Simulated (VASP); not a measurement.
Data:

```
CELL_PARAMETERS angstrom
      1.49797    -2.59455     0.00000
      1.49797     2.59455     0.00000
      0.00000     0.00000     3.16326
ATOMIC_POSITIONS crystal
  Ti 0.00000 0.00000 0.00000
  B  0.33333 0.66667 0.50000
  B  0.66667 0.33333 0.50000
```

All values below come from LDA (Ceperley-Alder, Perdew-Zunger), VASP's LDA PAW potentials (set 64) (plane waves; VASP 6.6.1). Numerical set-up: 620 eV cut-off, 12×12×10 Γ-centred mesh, first-order Methfessel-Paxton smearing of 0.10 eV, potentials Ti_sv B.

Problem. The ions, cell shape and volume at an external pressure of 5.0 GPa are relaxed. Predict the relaxed structure.

Solution. 
```
CELL_PARAMETERS angstrom
      1.49028    -2.58125     0.00000
      1.49028     2.58125     0.00000
      0.00000     0.00000     3.13889
ATOMIC_POSITIONS crystal
  Ti 0.00000 0.00000 0.00000
  B  0.33333 0.66667 0.50000
  B  0.66667 0.33333 0.50000
```
Space group P6/mmm (191), at a tolerance of 0.03 Å.

Problem. How do energy and volume change from the first to the last step?

Solution. The energy (σ→0) changes by +2.2 meV/atom and the volume by -1.8 %, in 4 ionic steps.

The compound is TiB2 in the AlB2 type structure. This run relaxes it under an external pressure of 5 GPa. Symmetry was kept, so distortions that lower it aren't found.
